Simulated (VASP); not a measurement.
## WSe2: how numerical settings change the zone-centre modes

How far do the zone-centre frequencies of WSe2 depend on the numerical settings? The starting structure is a measured crystal structure from the Crystallography Open Database.

Program: VASP 6.6.1. Level of theory: Kohn-Sham DFT with plane waves and PAW; LDA. Results are calculated unless marked as measured.

The database entry behind the starting cell differs from later determinations by our own check (a about 0.2 % long), so it need not match the best structure at ambient conditions.

## 1. The structure

The structure is hexagonal, space group P6_3/mmc (No. 194). The conventional cell has a = 3.290 Å, b = 3.290 Å, c = 12.970 Å, α = 90.00°, β = 90.00°, γ = 120.00°. W has 6 Se at 2.53 Å nearest. Nearest to Se lie 3 W at 2.53 Å. Farther neighbours and most contacts between anions are not listed.

As a file:

```cif
data_structure
_symmetry_space_group_name_H-M 'P6_3/mmc'
_symmetry_Int_Tables_number 194
_cell_length_a 3.2900
_cell_length_b 3.2900
_cell_length_c 12.9700
_cell_angle_alpha 90.000
_cell_angle_beta 90.000
_cell_angle_gamma 120.000
_cell_volume 121.58
loop_
_atom_site_label
_atom_site_type_symbol
_atom_site_symmetry_multiplicity
_atom_site_Wyckoff_symbol
_atom_site_fract_x
_atom_site_fract_y
_atom_site_fract_z
_atom_site_occupancy
W1 W 2 c 0.66667 0.33333 0.75000 1
Se1 Se 4 f 0.66667 0.33333 0.37900 1
```

## 2. Reference modes

The cell comes from a relaxation at this level, not shown (117.22 Å³).

Contents of INCAR:

```
SYSTEM = WSe2
PREC = Accurate
ENCUT = 450
EDIFF = 1E-08
NELM = 100
ISMEAR = 0
SIGMA = 0.03
LREAL = .FALSE.
ALGO = Normal
GGA = CA
NBANDS = 24
LORBIT = 11
LWAVE = .FALSE.
LCHARG = .FALSE.
KPAR = 4
IBRION = 8
LEPSILON = .TRUE.
ISIF = 2
```

Contents of POSCAR:

```
WSe2
1.0
    3.2494509838      0.0000000000      0.0000000000
   -1.6247254919      2.8141071004      0.0000000000
    0.0000000000      0.0000000000     12.8193368055
W Se
2 4
Direct
    0.6666666667      0.3333333333      0.7500000000
    0.3333333333      0.6666666667      0.2500000000
    0.6666666667      0.3333333333      0.3801139589
    0.3333333333      0.6666666667      0.8801139589
    0.6666666667      0.3333333333      0.1198860411
    0.3333333333      0.6666666667      0.6198860411
```

Contents of KPOINTS:

```
Automatic mesh
0
Gamma
8 8 2
0 0 0
```

Potentials, in the order of the species: W and Se (LDA family, release 64).

The run is started by

```
$ mpirun -np 4 vasp_std
```

The log of the run:

```text
[banner, memory and clock lines left out]
running    4 mpi-ranks, on    1 nodes
 distrk:  each k-point on    1 cores,    4 groups
 distr:  one band on    1 cores,    1 groups

 POSCAR found type information on POSCAR W Se
 POSCAR found :  2 types and       6 ions
 LDA part: xc-table for (Slater(with rela. corr.)+CA(PZ))
 , standard interpolation
 POSCAR, INCAR and KPOINTS ok, starting setup
 FFT: planning ... GRIDC
 FFT: planning ... GRID_SOFT
 FFT: planning ... GRID
 WAVECAR not read
 entering main loop
       N       E                     dE             d eps       ncg     rms          rms(c)
DAV:   1     0.165509863449E+03    0.16551E+03   -0.14479E+04   960   0.117E+03
DAV:   2    -0.378294365622E+02   -0.20334E+03   -0.19577E+03  1328   0.234E+02
DAV:   3    -0.504546273904E+02   -0.12625E+02   -0.12529E+02  1280   0.600E+01
DAV:   4    -0.506534173078E+02   -0.19879E+00   -0.19812E+00  1248   0.806E+00
DAV:   5    -0.506581588268E+02   -0.47415E-02   -0.47383E-02  1280   0.102E+00    0.328E+01
DAV:   6    -0.491039826689E+02    0.15542E+01   -0.69139E+00  1368   0.122E+01    0.133E+01
DAV:   7    -0.488536816505E+02    0.25030E+00   -0.39041E+00  1248   0.978E+00    0.727E+00
DAV:   8    -0.486618231828E+02    0.19186E+00   -0.61697E-01  1304   0.443E+00    0.921E-01
DAV:   9    -0.486605499256E+02    0.12733E-02   -0.61621E-02  1280   0.129E+00    0.266E-01
DAV:  10    -0.486593854349E+02    0.11645E-02   -0.64510E-03  1312   0.434E-01    0.184E-01
DAV:  11    -0.486593798638E+02    0.55711E-05   -0.95963E-04  1320   0.164E-01    0.627E-02
DAV:  12    -0.486592900099E+02    0.89854E-04   -0.36059E-04  1328   0.103E-01    0.226E-02
DAV:  13    -0.486592917423E+02   -0.17325E-05   -0.21598E-05  1224   0.261E-02    0.780E-03
DAV:  14    -0.486592917326E+02    0.97336E-08   -0.52578E-06  1304   0.106E-02    0.770E-03
DAV:  15    -0.486592913570E+02    0.37560E-06   -0.15633E-06  1360   0.675E-03    0.601E-04
DAV:  16    -0.486592913618E+02   -0.48267E-08   -0.64842E-08  1256   0.137E-03
   1 F= -.48659291E+02 E0= -.48659291E+02  d E =-.109944E-19
 Linear response reoptimize wavefunctions to high precision
DAV:   1    -0.486592913623E+02   -0.49795E-09   -0.24705E-09   880   0.264E-04
DAV:   2    -0.486592913624E+02   -0.85720E-10   -0.22959E-10   744   0.937E-05
 Linear response G [H, r] |phi>, progress :
  Direction:   1
       N       E                     dE             d eps       ncg     rms
RMM:   1    -0.209215607299E+03   -0.20922E+03   -0.11019E+02  2480   0.921E+01
RMM:   2    -0.163683207852E+03    0.45532E+02   -0.28367E+01  1606   0.266E+01
RMM:   3    -0.164246800721E+03   -0.56359E+00   -0.18587E+00  1696   0.406E+00
RMM:   4    -0.164280399225E+03   -0.33599E-01   -0.54336E-02  1724   0.768E-01
RMM:   5    -0.164281737641E+03   -0.13384E-02   -0.44490E-03  1766   0.180E-01
RMM:   6    -0.164281884254E+03   -0.14661E-03   -0.37890E-04  1779   0.470E-02
RMM:   7    -0.164281893277E+03   -0.90228E-05   -0.25803E-04  1836   0.161E-02
RMM:   8    -0.164281893613E+03   -0.33607E-06   -0.10609E-03  1854   0.794E-03
RMM:   9    -0.164281894785E+03   -0.11723E-05   -0.65352E-04  1843   0.593E-03
RMM:  10    -0.164281895274E+03   -0.48895E-06    0.26514E-04  1699   0.515E-03
RMM:  11    -0.164281894675E+03    0.59939E-06    0.94355E-04  1546   0.503E-03
RMM:  12    -0.164281895844E+03   -0.11688E-05    0.24316E-04  1363   0.495E-03
RMM:  13    -0.164281895402E+03    0.44119E-06    0.18568E-04  1281   0.493E-03
 Linear response G [H, r] |phi>, progress :
  Direction:   2
       N       E                     dE             d eps       ncg     rms
RMM:   1    -0.225929007125E+03   -0.22593E+03   -0.37686E+02  2461   0.900E+01
RMM:   2    -0.177977705277E+03    0.47951E+02   -0.27009E+01  1633   0.254E+01
RMM:   3    -0.178690354068E+03   -0.71265E+00   -0.20070E+00  1697   0.390E+00
RMM:   4    -0.178730701008E+03   -0.40347E-01   -0.79299E-02  1723   0.769E-01
RMM:   5    -0.178731956557E+03   -0.12555E-02   -0.79234E-03  1757   0.192E-01
RMM:   6    -0.178732084230E+03   -0.12767E-03   -0.70429E-04  1787   0.497E-02
RMM:   7    -0.178732092189E+03   -0.79588E-05   -0.38864E-04  1844   0.181E-02
RMM:   8    -0.178732091012E+03    0.11762E-05   -0.17333E-04  1841   0.947E-03
RMM:   9    -0.178732094078E+03   -0.30651E-05   -0.19575E-04  1838   0.733E-03
RMM:  10    -0.178732093005E+03    0.10728E-05    0.11551E-04  1689   0.655E-03
RMM:  11    -0.178732094602E+03   -0.15973E-05   -0.25202E-04  1562   0.634E-03
RMM:  12    -0.178732097095E+03   -0.24926E-05    0.13713E-04  1383   0.627E-03
RMM:  13    -0.178732094887E+03    0.22074E-05   -0.71173E-04  1327   0.626E-03
 Linear response G [H, r] |phi>, progress :
  Direction:   3
       N       E                     dE             d eps       ncg     rms
RMM:   1    -0.219263654922E+03   -0.21926E+03   -0.13830E+02  2373   0.927E+01
RMM:   2    -0.172582835390E+03    0.46681E+02   -0.31463E+01  1546   0.247E+01
RMM:   3    -0.173380264088E+03   -0.79743E+00   -0.23122E+00  1683   0.381E+00
RMM:   4    -0.173418697843E+03   -0.38434E-01   -0.86649E-02  1697   0.708E-01
RMM:   5    -0.173420386672E+03   -0.16888E-02   -0.68969E-03  1743   0.170E-01
RMM:   6    -0.173420561562E+03   -0.17489E-03   -0.63757E-04  1789   0.439E-02
RMM:   7    -0.173420578924E+03   -0.17362E-04   -0.50300E-04  1827   0.158E-02
[...]
RMM:   5    -0.112295685230E+00   -0.40255E-04   -0.96470E-06  5893   0.105E-02    0.345E-03
RMM:   6    -0.112310128039E+00   -0.14443E-04   -0.60158E-07  5743   0.303E-03    0.455E-04
RMM:   7    -0.112308194336E+00    0.19337E-05    0.11805E-06  6076   0.724E-04    0.103E-04
RMM:   8    -0.112307836385E+00    0.35795E-06    0.28322E-07  6388   0.215E-04    0.342E-05
RMM:   9    -0.112307659680E+00    0.17671E-06   -0.24403E-09  6320   0.944E-05    0.146E-05
RMM:  10    -0.112307651374E+00    0.83062E-08    0.77302E-08  6323   0.712E-05    0.431E-06
 first order change of Fermi-energy   0.60057E-02
 force on displaced ion       1 direction 1 : -19.449   0.004   0.000
 Born effective charge ion    1 direction 1 :  -1.410   0.000   0.000
 Linear response progress:
  Degree of freedom:   2/  4
       N       E                     dE             d eps       ncg     rms          rms(c)
RMM:   1    -0.163197114271E+00   -0.16320E+00   -0.15577E-01  1919   0.160E+00
RMM:   2    -0.147599695801E+00    0.15597E-01   -0.65417E-03  1552   0.395E-01    0.153E-01
RMM:   3    -0.147104554909E+00    0.49514E-03   -0.42334E-04  1613   0.961E-02    0.881E-02
RMM:   4    -0.147049621082E+00    0.54934E-04   -0.27912E-04  1551   0.775E-02    0.288E-02
RMM:   5    -0.147151279275E+00   -0.10166E-03   -0.22175E-05  1683   0.214E-02    0.907E-03
RMM:   6    -0.147196365873E+00   -0.45087E-04    0.17347E-06  1682   0.758E-03    0.156E-03
RMM:   7    -0.147199029483E+00   -0.26636E-05    0.17003E-06  1771   0.181E-03    0.788E-04
RMM:   8    -0.147201419235E+00   -0.23898E-05    0.16580E-06  1770   0.958E-04    0.426E-04
RMM:   9    -0.147200832028E+00    0.58721E-06   -0.57608E-07  1782   0.523E-04    0.580E-05
RMM:  10    -0.147200875769E+00   -0.43741E-07   -0.69917E-07  1905   0.179E-04    0.313E-05
RMM:  11    -0.147200969460E+00   -0.93691E-07    0.34251E-08  1844   0.112E-04    0.133E-05
RMM:  12    -0.147200853516E+00    0.11594E-06    0.89450E-08  1925   0.854E-05    0.233E-06
RMM:  13    -0.147200921633E+00   -0.68117E-07   -0.50247E-08  1850   0.761E-05    0.140E-06
RMM:  14    -0.147200956540E+00   -0.34906E-07    0.17154E-09  1614   0.736E-05    0.371E-07
RMM:  15    -0.147200904812E+00    0.51728E-07   -0.27888E-08  1376   0.731E-05    0.216E-07
RMM:  16    -0.147200982453E+00   -0.77642E-07   -0.86557E-11  1264   0.730E-05    0.271E-07
RMM:  17    -0.147201065469E+00   -0.83016E-07   -0.11965E-08  1190   0.729E-05    0.149E-07
RMM:  18    -0.147200991184E+00    0.74285E-07   -0.95632E-09  1182   0.730E-05    0.161E-07
RMM:  19    -0.147200870380E+00    0.12080E-06   -0.13815E-08  1164   0.730E-05    0.147E-07
RMM:  20    -0.147200984805E+00   -0.11443E-06   -0.95032E-09  1169   0.730E-05    0.161E-07
 first order change of Fermi-energy  -0.34406E-02
 force on displaced ion       1 direction 3 :  -0.000   0.000 -29.962
 Born effective charge ion    1 direction 3 :   0.000   0.000  -0.910
 Linear response progress:
  Degree of freedom:   3/  4
       N       E                     dE             d eps       ncg     rms          rms(c)
RMM:   1    -0.711990014903E-01   -0.71199E-01    0.42376E-02  7454   0.126E+00
RMM:   2    -0.702541144705E-01    0.94489E-03   -0.23974E-03  5430   0.237E-01    0.954E-02
RMM:   3    -0.703448602351E-01   -0.90746E-04   -0.15600E-04  5996   0.422E-02    0.577E-02
RMM:   4    -0.704946855553E-01   -0.14983E-03   -0.51958E-05  5740   0.290E-02    0.630E-03
RMM:   5    -0.704717816476E-01    0.22904E-04   -0.44378E-06  6167   0.557E-03    0.402E-03
RMM:   6    -0.704534400684E-01    0.18342E-04   -0.98099E-07  5801   0.271E-03    0.400E-04
RMM:   7    -0.704540565966E-01   -0.61653E-06   -0.15655E-07  6432   0.645E-04    0.122E-04
RMM:   8    -0.704543555507E-01   -0.29895E-06    0.16375E-07  6379   0.215E-04    0.556E-05
RMM:   9    -0.704544896762E-01   -0.13413E-06    0.10884E-08  6465   0.133E-04    0.152E-05
RMM:  10    -0.704543589297E-01    0.13075E-06    0.15861E-07  6448   0.987E-05    0.751E-06
RMM:  11    -0.704543103357E-01    0.48594E-07   -0.56111E-08  6409   0.886E-05    0.124E-06
RMM:  12    -0.704542772635E-01    0.33072E-07    0.48149E-08  6045   0.839E-05    0.573E-07
RMM:  13    -0.704544067985E-01   -0.12953E-06    0.21097E-08  4593   0.824E-05    0.292E-07
RMM:  14    -0.704543593483E-01    0.47450E-07    0.33534E-08  4308   0.821E-05    0.655E-08
 first order change of Fermi-energy  -0.13225E-01
 force on displaced ion       3 direction 1 :  -9.379  -0.000   0.001
 Born effective charge ion    3 direction 1 :   0.701   0.001   0.000
 Linear response progress:
  Degree of freedom:   4/  4
       N       E                     dE             d eps       ncg     rms          rms(c)
RMM:   1    -0.126909830773E+00   -0.12691E+00    0.67154E-02  2220   0.137E+00
RMM:   2    -0.122924960377E+00    0.39849E-02   -0.42771E-03  1613   0.312E-01    0.267E-01
RMM:   3    -0.122819906665E+00    0.10505E-03   -0.40103E-04  1648   0.945E-02    0.206E-01
RMM:   4    -0.122819816493E+00    0.90172E-07   -0.27899E-04  1657   0.543E-02    0.459E-02
RMM:   5    -0.122851203017E+00   -0.31387E-04   -0.45207E-05  1620   0.342E-02    0.823E-03
RMM:   6    -0.122851057183E+00    0.14583E-06   -0.10018E-05  1760   0.870E-03    0.312E-03
RMM:   7    -0.122850552850E+00    0.50433E-06   -0.10122E-06  1745   0.342E-03    0.107E-03
RMM:   8    -0.122852375876E+00   -0.18230E-05   -0.16047E-06  1830   0.873E-04    0.463E-04
RMM:   9    -0.122853421256E+00   -0.10454E-05   -0.66935E-07  1828   0.359E-04    0.162E-04
RMM:  10    -0.122853860160E+00   -0.43890E-06    0.59508E-07  1900   0.195E-04    0.499E-05
RMM:  11    -0.122853919000E+00   -0.58840E-07   -0.21621E-07  1885   0.122E-04    0.259E-05
RMM:  12    -0.122853969087E+00   -0.50086E-07   -0.19711E-07  1926   0.987E-05    0.745E-06
RMM:  13    -0.122853980046E+00   -0.10960E-07   -0.20027E-07  1962   0.869E-05    0.241E-06
RMM:  14    -0.122853956676E+00    0.23370E-07   -0.10895E-07  1872   0.832E-05    0.895E-07
RMM:  15    -0.122853979594E+00   -0.22917E-07   -0.15453E-07  1652   0.818E-05    0.203E-07
RMM:  16    -0.122854017333E+00   -0.37739E-07   -0.10798E-07  1377   0.813E-05    0.123E-07
RMM:  17    -0.122853960752E+00    0.56581E-07   -0.86915E-08  1298   0.812E-05    0.637E-08
 first order change of Fermi-energy  -0.93025E+00
 force on displaced ion       3 direction 3 :   0.000  -0.000 -16.954
 Born effective charge ion    3 direction 3 :   0.000   0.000   0.445
 Born effective charges drift removed
 Linear response finished
```

It took 5.9 min on 4 MPI ranks of AMD EPYC 7R43, shared host; peak memory 1.8 GiB.

Lines that name or quote the potential files are left out of all logs, and their timing lines are given in words.

[end of part 1 of 3]

[Lines on the potential files, build, host, timing and source positions are cut from VASP's logs without a mark.]

[Logs are printed without paths, hosts, clocks, repeated set-up lines and the standing remarks that a program may print on its own settings, such as how far it seeks lower states.]

[Hosts, paths, dates, database ids (printed as entryN), source tags and the programs' standing remarks are cut or masked in the printed files.]
